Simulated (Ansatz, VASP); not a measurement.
**Two plane-wave programs on NaY**

```
CELL_PARAMETERS angstrom
3.95820 0.00000 0.00000
0.00000 3.95820 0.00000
0.00000 0.00000 3.95820
ATOMIC_POSITIONS crystal
Na 0.50000 0.50000 0.50000
Y 0.00000 0.00000 0.00000
```

Alike in both runs: functional PBEsol; k mesh 12 × 12 × 12; occupations gaussian, width 0.1 eV; no spin polarisation.

Ansatz relaxed the structure, and its values are those at the end. VASP's run is a single point on that final structure, the one shown.

|  | VASP | Ansatz |
| --- | --- | --- |
| version | VASP 6.6.1 | Ansatz 0.2.0 |
| potentials or method | VASP PAW PBE potentials, release 64 (Na_pv, Y_sv) | scalar-relativistic, plane waves, PAW |
| plane-wave cutoff (eV) | 520 | 420 |
| valence electrons in the cell | 18 | 20 |

|  | VASP | Ansatz | Ansatz less VASP |
| --- | --- | --- | --- |
| gap on the k mesh at the Fermi level (eV) | none | none | - |
| pressure (GPa) | 0.0 | 0.0 | +0.02 |

A gap of «none» marks a metal or a gap that the smearing closes. The two sets of potentials don't hold the same shells in valence.

Caveats: the PAW data sets were made with another functional, which shifts forces and pressure a little (VASP).
